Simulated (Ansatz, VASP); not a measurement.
# Cross-check of HfTi2 (HfTi2 in the C11b ordering) between VASP and Ansatz

Aim: how closely do two programs agree when they are given the same cell, functional and k mesh? The cell is generated by rule, not measured, and may not be a known phase. Of the first pair: The two relaxations start from unlike cells of this crystal (the structure described is Ansatz's start), so only their ends are compared.

Program: Ansatz 0.2.0. Level of theory: plane waves, with VASP 6.6.1 beside it; relaxation of cell and atoms at PBE. Results are calculated unless marked as measured.

### Step 1. The starting structure

It takes space group I4/mmm (No. 139, tetragonal). Conventional cell: a = 3.377 Å, b = 3.377 Å, c = 10.130 Å, α = 90.00°, β = 90.00°, γ = 90.00°. Nearest to Hf lie 8 Ti at 2.92 Å. Ti has 4 Hf at 2.92 Å and 4 Ti at 2.92 Å nearest. Farther neighbours are not listed.

### Step 2. VASP: relaxation of cell and atoms, PBE, pair 1

The relaxed volume is the usual yardstick between codes: in a stiff, nearly cubic crystal its relative difference is about their pressure difference at one cell divided by the bulk modulus.

Lines of VASP's logs that name or quote its potential files are left out, and so is its time.

File INCAR:

```
SYSTEM = HfTi2
PREC = Accurate
ENCUT = 500
EDIFF = 1E-07
NELM = 120
ISMEAR = 0
SIGMA = 0.1
LREAL = .FALSE.
ALGO = Normal
GGA = PE
NBANDS = 23
LASPH = .TRUE.
LORBIT = 11
LWAVE = .FALSE.
LCHARG = .FALSE.
ISIF = 3
IBRION = 2
NSW = 80
EDIFFG = -0.005
GGA_COMPAT = .FALSE.
NELMIN = 4
KPAR = 2
```

File POSCAR:

```
HfTi2
1.0
    3.4526334499      0.0000000000     -0.0000020051
    0.0000000000      3.4526334499     -0.0000020051
    1.7263185928      1.7263185928      4.7783639762
Hf Ti
1 2
Direct
    0.0000000000      0.0000000000      0.0000000000
    0.6878287427      0.6878287427      0.6243429098
    0.3121714547      0.3121714547      0.3756572876
```

File KPOINTS:

```
Automatic mesh
0
Gamma
6 6 6
0 0 0
```

The projector-augmented-wave data sets are Hf_pv and Ti_sv (PBE family, release 64).

Launch:

```console
$ mpirun -np 2 vasp_std
```

Numbers of over 12 decimals in the logs are rounded to 6 here.

Output:

```text
[banner, memory and clock lines left out]
running    2 mpi-ranks, on    1 nodes
 distrk:  each k-point on    1 cores,    2 groups
 distr:  one band on    1 cores,    1 groups

 POSCAR found type information on POSCAR HfTi
 POSCAR found :  2 types and       3 ions
 LDA part: xc-table for (Slater+PW92), standard interpolation
 POSCAR, INCAR and KPOINTS ok, starting setup
 FFT: planning ... GRIDC
 FFT: planning ... GRID_SOFT
 FFT: planning ... GRID
 WAVECAR not read
 entering main loop
       N       E                     dE             d eps       ncg     rms          rms(c)
DAV:   1     0.347545966997E+03    0.34755E+03   -0.17396E+04  1388   0.164E+03
DAV:   2     0.105203866167E+02   -0.33703E+03   -0.32994E+03  1443   0.484E+02
DAV:   3    -0.248244340224E+02   -0.35345E+02   -0.34301E+02  2707   0.127E+02
DAV:   4    -0.275541823051E+02   -0.27297E+01   -0.27176E+01  1817   0.295E+01
DAV:   5    -0.277394469166E+02   -0.18526E+00   -0.18524E+00  2160   0.661E+00    0.539E+01
DAV:   6    -0.260249925163E+02    0.17145E+01   -0.14812E+01  1942   0.321E+01    0.172E+01
DAV:   7    -0.264995916729E+02   -0.47460E+00   -0.15417E+01  1926   0.192E+01    0.254E+01
DAV:   8    -0.253207533193E+02    0.11788E+01   -0.76532E+00  1942   0.213E+01    0.623E+00
DAV:   9    -0.253545134916E+02   -0.33760E-01   -0.34018E-01  2157   0.377E+00    0.185E+00
DAV:  10    -0.253490381118E+02    0.54754E-02   -0.35285E-02  1940   0.956E-01    0.544E-01
DAV:  11    -0.253494620111E+02   -0.42390E-03   -0.10283E-02  1897   0.822E-01    0.599E-01
DAV:  12    -0.253492098989E+02    0.25211E-03   -0.13801E-03  1981   0.279E-01    0.947E-02
DAV:  13    -0.253492162351E+02   -0.63362E-05   -0.59447E-05  2114   0.622E-02    0.339E-02
DAV:  14    -0.253492184282E+02   -0.21930E-05   -0.87779E-06  2224   0.218E-02    0.968E-03
DAV:  15    -0.253492174060E+02    0.10221E-05   -0.26284E-06  1997   0.100E-02    0.447E-03
DAV:  16    -0.253492172499E+02    0.15615E-06   -0.12898E-06  1936   0.603E-03    0.339E-03
DAV:  17    -0.253492171741E+02    0.75835E-07   -0.35272E-08  1236   0.193E-03
   1 F= -.25349217E+02 E0= -.25337698E+02  d E =-.253492E+02
[...]
2 F= -.25349223E+02 E0= -.25337699E+02  d E =-.620321E-05
[...]
3 F= -.25349224E+02 E0= -.25337701E+02  d E =-.699727E-05
 curvature:  -0.39 expect dE=-0.176E-05 dE for cont linesearch -0.883E-07
 ZBRENT: interpolating
 opt :   0.6952  next Energy=   -25.349224 (dE=-0.708E-05)
 bond charge predicted
       N       E                     dE             d eps       ncg     rms          rms(c)
DAV:   1    -0.253492257295E+02   -0.15863E-05   -0.41025E-05  1908   0.767E-02    0.151E-02
DAV:   2    -0.253492249731E+02    0.75644E-06   -0.17108E-05  2052   0.333E-02    0.118E-02
DAV:   3    -0.253492240175E+02    0.95559E-06   -0.62365E-06  1957   0.136E-02    0.310E-03
DAV:   4    -0.253492239642E+02    0.53298E-07   -0.79468E-07  1993   0.683E-03
   4 F= -.25349224E+02 E0= -.25337701E+02  d E =-.679015E-05
 curvature:  -0.35 expect dE=-0.955E-06 dE for cont linesearch -0.448E-08
 trial: gam= 0.12608 g(F)=  0.651E-06 g(S)=  0.210E-05 ort = 0.482E-06 (trialstep = 0.939E+00)
 search vector abs. value=  0.316E-05
 reached required accuracy - stopping structural energy minimisation
```

OUTCAR, selected parts (step 2):

```text
ion  position               nearest neighbor table
   1  0.000  0.000  0.000-   3 2.98   2 2.98   2 3.03   2 3.03   2 3.03   3 3.03   3 3.03   3 3.03
                             3 3.03   2 3.03
   2  0.688  0.688  0.624-   3 2.72   3 2.72   3 2.72   3 2.72   1 2.98   1 3.03   1 3.03   1 3.03
                             1 3.03
   3  0.312  0.312  0.376-   2 2.72   2 2.72   2 2.72   2 2.72   1 2.98   1 3.03   1 3.03   1 3.03
                             1 3.03

  LATTYP: Found a body centered tetragonal cell.
 ALAT       =     3.4526334499
 C/A-ratio  =     2.7679544039

 Subroutine GETGRP returns: Found 16 space group operations
 (whereof 16 operations were pure point group operations)

The static configuration has the point symmetry D_4h.

 Found     30 irreducible k-points:

   k-points           NKPTS =     30   k-points in BZ     NKDIM =     30   number of bands    NBANDS=     23

   dimension x,y,z NGX =    28 NGY =   28 NGZ =   40
   dimension x,y,z NGXF=    56 NGYF=   56 NGZF=   80

   ENCUT  =  500.0 eV  36.75 Ry    6.06 a.u.   6.29  6.29  9.78*2*pi/ulx,y,z

   NELECT =      34.0000    total number of electrons

 k-points in reciprocal lattice and weights: Automatic mesh
   0.00000000  0.00000000  0.00000000       0.005
   0.16666667 -0.00000000  0.00000000       0.037
   0.33333333 -0.00000000 -0.00000000       0.037
   0.50000000 -0.00000000  0.00000000       0.019
   0.16666667  0.16666667  0.00000000       0.037
   0.33333333  0.16666667  0.00000000       0.074
   0.50000000  0.16666667  0.00000000       0.074
  -0.33333333  0.16666667 -0.00000000       0.074
  -0.16666667  0.16666667  0.00000000       0.019
[...]
-0.16666667 -0.16666667  0.33333333       0.019
   0.00000000  0.00000000  0.50000000       0.005

 average (electrostatic) potential at core
       1 -35.3545       2 -73.6415       3 -73.6415

 E-fermi :   6.7475

 k-point     1 :       0.0000    0.0000    0.0000
  band No.  band energies     occupation
    ...
     12       0.3402      2.00000
     13       4.8587      2.00000
     14       5.2717      2.00000
     15       5.7714      2.00000
     16       5.8697      2.00000
     17       7.1501      0.00000
     18       8.2348      0.00000
     19       8.2348      0.00000
     20       8.2375      0.00000
     21       8.2375      0.00000
    ...

 k-point     2 :       0.1667   -0.0000    0.0000
  band No.  band energies     occupation
    ...
     12       0.8586      2.00000
     13       4.9350      2.00000
     14       5.1311      2.00000
     15       5.7259      2.00000
     16       6.1548      2.00000
     17       6.9797      0.00103
     18       7.7279      0.00000
     19       8.0609      0.00000
     20       8.1643      0.00000
     21       8.4700      0.00000
    ...

 k-point     3 :       0.3333   -0.0000   -0.0000
  band No.  band energies     occupation
    ...
     12       2.2123      2.00000
     13       4.3637      2.00000
     14       4.9349      2.00000
     15       5.9978      2.00000
     16       6.4132      2.00000
     17       7.0290      0.00007
     18       7.0895      0.00000
     19       7.4531      0.00000
     20       7.9433      0.00000
     21       8.5515      0.00000
    ...

  Total        0.0006115      0.0006115     -0.0113877     -0.0000000     -0.0000000     -0.0000000
  in kB        0.0171895      0.0171895     -0.3201276     -0.0000000     -0.0000001     -0.0000001
  external PRESSURE =      -0.0952495 kB  Pullay stress =       0.0000000 kB

  energy-cutoff  :      500.00
  volume of cell :       56.99
      direct lattice vectors                 reciprocal lattice vectors
     3.453510523  0.000000000 -0.000002006     0.289560372 -0.000000061 -0.104633284
     0.000000000  3.453510523 -0.000002006    -0.000000061  0.289560372 -0.104633284
     1.726757129  1.726757129  4.778597305     0.000000122  0.000000122  0.209266343

 POSITION                                       TOTAL-FORCE (eV/Angst)
 -----------------------------------------------------------------------------------
      0.00000      0.00000      0.00000         0.000000     -0.000000      0.000000
      3.45351      3.45351      2.98359         0.000000      0.000000      0.002598
      1.72676      1.72676      1.79500        -0.000000     -0.000000     -0.002598
 -----------------------------------------------------------------------------------
    total drift:                               -0.001961     -0.001961     -0.001935

  FREE ENERGIE OF THE ION-ELECTRON SYSTEM (eV)
  ---------------------------------------------------
  free  energy   TOTEN  =       -25.3492239642 eV

  energy  without entropy=      -25.3261789231  energy(sigma->0) =      -25.33770144

 reached required accuracy - stopping structural energy minimisation

 total charge
# of ion       s       p       d       tot
------------------------------------------
    1        0.394   6.373   1.529   8.296
    2        2.245   6.114   1.942  10.301
    3        2.245   6.114   1.942  10.301
--------------------------------------------------
tot          4.883  18.602   5.413  28.898

[... 3 further parts left out ...]
```

CONTCAR:

```
HfTi2
   1.00000000000000
     3.4535105234239896    0.0000000000000003   -0.0000020056413632
     0.0000000000000003    3.4535105234239896   -0.0000020056413632
     1.7267571294227557    1.7267571294227557    4.7785973047969312
  Hf              Ti
     1     2
Direct
     0.0000000000000000    0.0000000000000000    0.0000000000000000
     0.6878170605538577    0.6878170605538577    0.6243662740922800
     0.3121831368461409    0.3121831368461409    0.3756339233077186
```

The run keeps the 16 symmetry operations of its start, so it cannot find a distortion of lower symmetry.

### Step 3. Ansatz: relaxation of cell and atoms, PBE, pair 1

Ansatz runs on its default PAW (the set named soft_2) files.

Its own start cell and the same functional, mesh and smearing now go to Ansatz, which takes its cutoff from its data sets.

File input.yaml:

```yaml
crystal:
  lattice:
    - [3.37671, 0.0, 0.0]
    - [0.0, 3.37671, 0.0]
    - [1.68836, 1.68836, 5.06507]
  atoms:
    - { symbol: Hf, position: [0.0, 0.0, 0.0] }
    - { symbol: Ti, position: [0.66666667, 0.66666667, 0.66666667] }
    - { symbol: Ti, position: [0.33333333, 0.33333333, 0.33333333] }
kpoints:
  mp_grid: { grid: [6, 6, 6] }
hamiltonian:
  xc: pbe
scf:
  occupations: { method: gaussian, width: 0.1 }
output:
  forces: true
  stress: true
  eigenvalues: true
relax:
  adjacent_minimum: "off"
  f_tol: 0.05
  max_steps: 80
  cell: { stress_tol: 0.5 }
```

Launch:

```console
$ ansatz run input.yaml --threads 4 --pin off --max-ram 8192MiB --backend cpu --events-out ev --progress --plain --runs-dir out
```

Output:

```text
The last accepted step is kept in <dir> (removed where the run ends without a failure and the disk answers)
Engine: ansatz 0.2.0, aarch64-unknown-linux-gnu
Pseudopotentials: kind: paw
Pseudopotential: Hf, paw, valence charge 26, recommended cutoff 420 eV (normal), Hf.paw.azcp
Pseudopotential: Ti, paw, valence charge 12, recommended cutoff 420 eV (normal), Ti.paw.azcp
Functional definition: PBE
  parameter kappa = 0.804
  parameter beta = 0.066725
  exchange = pbe_x(kappa = kappa, mu = beta*pi^2/3)
  correlation = pbe_c(beta = beta)
Crystal: 3 atoms, lattice volume = 57.753 Å³
Basis set: ecut = 420 eV, 1157 PW (Γ), exchange–correlation on 48×48×80 points (8 copies of the dense FFT grid, shifted against one another)
Bands: 30, of which v1, the nominal top of the filled ones, is band 25 counted from 1 (24 counted from 0)
Symmetry: 16 space group operations
Space group: I4/mmm (ITA 139), of the structure as read, at distance tolerance 3.9e-5 Å
k-points: 30 of 216
Non-local potential: Hf, projectors of the file, l = 0: 3, l = 1: 2, l = 2: 2, l = 3: 3
Non-local potential: Ti, projectors of the file, l = 0: 3, l = 1: 2, l = 2: 3, l = 3: 1
PAW form: soft (Blöchl's): semilocal exchange-correlation on the pseudo side does not see the compensation charge
PAW one-centre angular grid: Hf, 590 points (default); XC on 64 Gauss nodes
PAW one-centre angular grid: Ti, 590 points (default); XC on 64 Gauss nodes
Initial density: superposition of atomic densities (neutral atoms: chi_scale 0, normalization atom), corrected by the library's trained network
Initial wavefunctions: pseudopotential atomic-orbital guess
Functional: x = pbe(κ = 0.804, μ = 0.219515), c = pbe(β = 0.066725)
SCF iter   1: F=—  HF=-20720.255425 eV  |F-HF|=—  |Δ(HF+E_count)|=         —  Δρ=3.70e-3  dr2=1.96e-2  ethr=1.77e-3  ⟨swp⟩=3.2  Hψ=2803  notcnv=0
preconditioner: auto → Kerker (q_TF=auto, 2.664 Å⁻¹)  [metal: Δε(μ)=0.034 eV  Ē_g=7.971 eV  σ=0.100 eV  W_gap=0.19  n_scr=24 (ndim 8)  ℏωp=24.9 eV  f_vac=0.000  D(μ)=6.81/eV (n_scr^D=110)]
SCF iter   2: F=—  HF=-20720.253892 eV  |F-HF|=—  |Δ(HF+E_count)|=   1.53e-3  Δρ=1.67e-3  dr2=3.57e-3  ethr=3.92e-5  ⟨swp⟩=1.2  Hψ=1146  notcnv=0
SCF iter   3: F=—  HF=-20720.253441 eV  |F-HF|=—  |Δ(HF+E_count)|=   4.51e-4  Δρ=5.04e-4  dr2=1.97e-4  ethr=7.15e-6  ⟨swp⟩=2.0  Hψ=1026  notcnv=0
SCF iter   4: F=—  HF=-20720.253418 eV  |F-HF|=—  |Δ(HF+E_count)|=   2.31e-5  Δρ=2.65e-4  dr2=5.13e-5  ethr=3.94e-7  ⟨swp⟩=2.1  Hψ=1632  notcnv=0
SCF iter   5: F=—  HF=-20720.253349 eV  |F-HF|=—  |Δ(HF+E_count)|=   6.93e-5  Δρ=8.61e-5  dr2=5.12e-6  ethr=1.03e-7  ⟨swp⟩=2.0  Hψ=1376  notcnv=0
SCF iter   6: F=-20720.253348 eV  HF=-20720.253348 eV  |F-HF|=3.18e-9  |Δ(HF+E_count)|=   1.04e-6  Δρ=1.35e-5  dr2=8.45e-8  ethr=2.00e-10  ⟨swp⟩=4.5  Hψ=3898  notcnv=0
SCF 1 converged in 6 iterations: F = -20720.253348 eV  dr2 = 8.45e-8
  greatest PAW one-centre occupation: 0.999 electrons in one spin orbital (limit 2), on the Ti atom at site 2 (counted from 0), in its partial waves of l = 0
relax step   1: F+E_penalty+E_count = -20720.25334771 eV  Δ(F+E_penalty+E_count) = +0.000e0 eV  max|allowed force component| = 6.613e-1 eV/Å  Δτ_max = 0.0000 Å  P = -1.663 GPa  Ω = 57.753 Å³  (6 SCF iters, dr2 threshold 1.00e-7 eV, accepted)
[...]
relax step   6: F+E_penalty+E_count = -20720.44234025 eV  Δ(F+E_penalty+E_count) = -8.053e-3 eV  max|allowed force component| = 2.840e-2 eV/Å  Δτ_max = 0.0311 Å  P = +1.154 GPa  Ω = 56.595 Å³  energy of the carried Pulay correction = +1.631e-4 eV  (8 SCF iters, dr2 threshold 3.00e-7 eV, accepted)
[...]
relax step   7: F+E_penalty+E_count = -20720.44638702 eV  Δ(F+E_penalty+E_count) = -4.047e-3 eV  max|allowed force component| = 2.662e-2 eV/Å  Δτ_max = 0.0037 Å  P = +0.172 GPa  Ω = 57.113 Å³  energy of the carried Pulay correction = +8.976e-5 eV  (6 SCF iters, dr2 threshold 3.00e-7 eV, accepted)
[...]
relax step   8: F+E_penalty+E_count = -20720.44618891 eV  Δ(F+E_penalty+E_count) = +1.981e-4 eV  max|allowed force component| = 2.646e-2 eV/Å  Δτ_max = 0.0000 Å  P = +0.177 GPa  Ω = 57.113 Å³  stress off target by 2.77e-1 GPa  SCF on the basis re-selected at this cell (its energy is not comparable with the rows above)  (6 SCF iters)
basis re-selected at this cell: Δ(F+E_penalty+E_count) = +1.981e-4 eV, ΔP = +0.005 GPa vs the last step (what re-selecting the basis moved, of the pressure what is left beyond the Pulay correction that the steps carried, after the strain that the cell walked since its last selection, with what the two solves' SCF thresholds leave and, on support functions, any second-order correction that the steps lacked; it is no measure of the basis error at this ecutwfc). The dense FFT grid was sized anew with the basis: this SCF ran on 24×24×36 points, the steps before it on 24×24×40, so part of this shift can come from that change (see relax.cell in the input reference). [rest of the remark cut]
SCF converged after 6 iterations
Free energy (F): -20720.446189 eV
Harris-Foulkes:  -20720.446189 eV  (|F-HF|=7.28e-12)
Internal energy: -20720.423070 eV  (E = F + TS)
E sigma→0 (E₀):  -20720.434629 eV
Entropy (-TS):   -0.023119 eV (-7.706 meV/atom)
Fermi energy:    15.664431 eV
--- Per-component energies (eV) ---
  E_band       = -320.024470
  E_kinetic    = 970.095110
  E_local      = -7194.949603  (includes V_loc(G=0)·N_el)
  E_nonlocal   = -1227.332457
  E_hartree    = 3281.456419
  E_xc         = -495.064680
  E_vxc        = -510.105649  (∫ρ·V_xc dr)
  E_paw        = -9023.520215  (= ΣΔE_a)
  E_vpaw       = 1079.355097  (= ΣTr[D̂ρ^β])
  E_aug_tail   = 0.000261  (compensation charges beyond the density's cutoff)
  E_ewald      = -7031.107904
  E_smearing   = -0.023119  (= −TS)
  E_closure    = -0.000000  (closes the sum)
  Σ components = -20720.446189   (vs F -20720.446189, Δ=0.00e0)
--- Forces (eV/Å), atoms counted from 1 ---
  atom   1  Hf    -0.00000000    -0.00000000     0.00000000
  atom   2  Ti     0.00000001     0.00000001     0.02645813
  atom   3  Ti    -0.00000001    -0.00000001    -0.02645813
  max |Σ_I F_I| component: 6.94e-18 eV/Å
--- Stress (GPa, compression-positive) ---
        0.276935      -0.000000      -0.000000
       -0.000000       0.276935      -0.000000
       -0.000000      -0.000000      -0.023306
  P = ⅓ Tr σ = 0.1769 GPa (1.769 kbar)
--- Band table (eV; the first three rows and the last of 30) ---
  k-point 0: bands = [... 21 lower, 14.1766, 14.6723, 14.7974, 16.0729, 17.1594, 17.1594, 17.1717, 17.1717, ... 1 higher]
  k-point 1: bands = [... 21 lower, 13.7782, 14.3488, 15.3887, 16.1285, 16.7907, 16.7907, 17.1096, 17.1096, ... 1 higher]
  k-point 2: bands = [... 21 lower, 13.4015, 13.8289, 16.2549, 16.2913, 16.4090, 16.4090, 17.0112, 17.0112, ... 1 higher]
  k-point 29: bands = [... 21 lower, 14.3855, 14.6428, 15.2973, 15.6581, 15.9171, 16.1146, 16.2694, 17.7307, ... 1 higher]
--- Relaxed structure (7 steps of the walk, 6 accepted, 1 SCFs on fresh bases) ---
  F+E_penalty+E_count = -20720.44618891 eV   max|allowed force component| = 2.646e-2 eV/Å   (the final SCF, on the basis selected at the relaxed cell)
  cell:  # Å, volume = 57.1129 Å³
    - [3.449628, -4.2019627671269567e-13, -1.702655877740084e-6]
    - [-4.201962767089971e-13, 3.449628, -1.7026558777325922e-6]
    - [1.724817, 1.724817, 4.799425]
  atoms:
    - { symbol: Hf, position: [0, 0, 0] }
    - { symbol: Ti, position: [0.688416, 0.688416, 0.623168] }
    - { symbol: Ti, position: [0.311584, 0.311584, 0.376832] }
```

### Step 4. Side by side

Known differences besides the potentials themselves: the data sets hold 50 valence electrons in Ansatz (on its default PAW (the set named soft_2) files) and 34 in VASP; the cutoff is 420 eV in Ansatz and 500 eV in VASP; Ansatz adds a Pulay correction to the stress that steers its cell, VASP none. Total energies have different zeros and are not compared.

The two programs side by side:

| quantity | Ansatz | VASP | difference |
| --- | --- | --- | --- |
| volume (Å³) | 57.11 | 56.99 | +0.21 % |
| edge a after relaxation, in the typed setting (Å) | 3.450 | 3.454 | -0.11 % |
| edge c after relaxation, in the typed setting (Å) | 5.384 | 5.366 | +0.32 % |

(Continued in part 2 of 2.)

[Lines on the potential files, build, host, timing and source positions are cut from VASP's logs without a mark.]

[Logs are printed without paths, hosts, clocks, repeated set-up lines and the standing remarks that a program may print on its own settings, such as how far it seeks lower states.]

[Hosts, paths, dates, database ids (printed as entryN), source tags and the programs' standing remarks are cut or masked in the printed files.]
